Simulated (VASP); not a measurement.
Data:

```xyz
1
Lattice="0.0000 2.7900 2.7900 2.7900 0.0000 2.7900 2.7900 2.7900 0.0000" Properties=species:S:1:pos:R:3 pbc="T T T"
Ca     0.0000     0.0000     0.0000
```

Level of theory: PBE GGA with D3 dispersion (Becke-Johnson damping), VASP's PBE PAW potentials (set 64) (plane waves; VASP). Settings: 520 eV cut-off, 10×10×10 Γ-centred mesh, first-order Methfessel-Paxton smearing of 0.10 eV, potentials Ca_sv.

Energy and stress use the plane-wave basis of the starting cell.

### Question
The ions, cell shape and volume are relaxed. What does this cell relax into?

### Answer

```xyz
1
Lattice="0.0000 2.7196 2.7196 2.7196 0.0000 2.7196 2.7196 2.7196 0.0000" Properties=species:S:1:pos:R:3 pbc="T T T"
Ca     0.0000     0.0000     0.0000
```
Space group Fm-3m (225), at a tolerance of 0.03 Å.

### Question
How do energy and volume change from the first to the last step?

### Answer
The energy (σ→0) changes by -13.1 meV/atom and the volume by -7.4 %, in 3 ionic steps.

The compound is Ca in the fcc structure. This run relaxes it. Symmetry was kept, so distortions that lower it aren't found.
